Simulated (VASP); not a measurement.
A convergence study with VASP on LiBr (rock salt): one setting is varied, all else stays as given below, so the limit is that of these other settings.

```xyz
2
Lattice="0.0000 2.7500 2.7500 2.7500 0.0000 2.7500 2.7500 2.7500 0.0000" Properties=species:S:1:pos:R:3 pbc="T T T"
Li     0.0000     0.0000     0.0000
Br     2.7500     2.7500     2.7500
```

All values below come from PBE GGA, VASP's PBE PAW potentials (set 64) (plane waves; VASP 6.6.1). The tightest run used: 700 eV cut-off, 17×17×17 Γ-centred mesh, Gaussian smearing of 0.050 eV, potentials Li_sv Br.

Q: The settings run are 1×1×1 mesh; 2×2×2 mesh; 3×3×3 mesh; 5×5×5 mesh; 6×6×6 mesh; 8×8×8 mesh; 10×10×10 mesh; 11×11×11 mesh; 12×12×12 mesh; 13×13×13 mesh; 14×14×14 mesh; 16×16×16 mesh; 17×17×17 mesh. From which on does the energy per atom stay within 0.001 eV/atom of the tightest run?

A: From 5×5×5 mesh on: it is off by 0.0009 there and by no more than 0.001 in any finer run, while 3×3×3 mesh is off by 0.0364.
| setting | E (eV/atom) | pressure (GPa) | irreducible k-points | difference judged (eV/atom) |
|---|---|---|---|---|
| 1×1×1 mesh | 0.3200 | 40.17 | 1 | 3.6411 |
| 2×2×2 mesh | -2.9996 | 5.36 | 3 | 0.3215 |
| 3×3×3 mesh | -3.2846 | 0.89 | 4 | 0.0364 |
| 5×5×5 mesh | -3.3202 | 0.11 | 10 | 0.0009 |
| 6×6×6 mesh | -3.3209 | 0.09 | 16 | 0.0001 |
| 8×8×8 mesh | -3.3211 | 0.09 | 29 | 0.0000 |
| 10×10×10 mesh | -3.3211 | 0.08 | 47 | 0.0000 |
| 11×11×11 mesh | -3.3211 | 0.08 | 56 | 0.0000 |
| 12×12×12 mesh | -3.3211 | 0.08 | 72 | 0.0000 |
| 13×13×13 mesh | -3.3211 | 0.08 | 84 | 0.0000 |
| 14×14×14 mesh | -3.3211 | 0.08 | 104 | 0.0000 |
| 16×16×16 mesh | -3.3211 | 0.08 | 145 | 0.0000 |
| 17×17×17 mesh | -3.3211 | 0.08 | 165 | 0.0000 |

Left out are rungs that failed or repeat a setting and relaxations that didn't move; long series are thinned to 24 rows.

The compound is LiBr in the rock salt structure. The cell was not relaxed at this level.
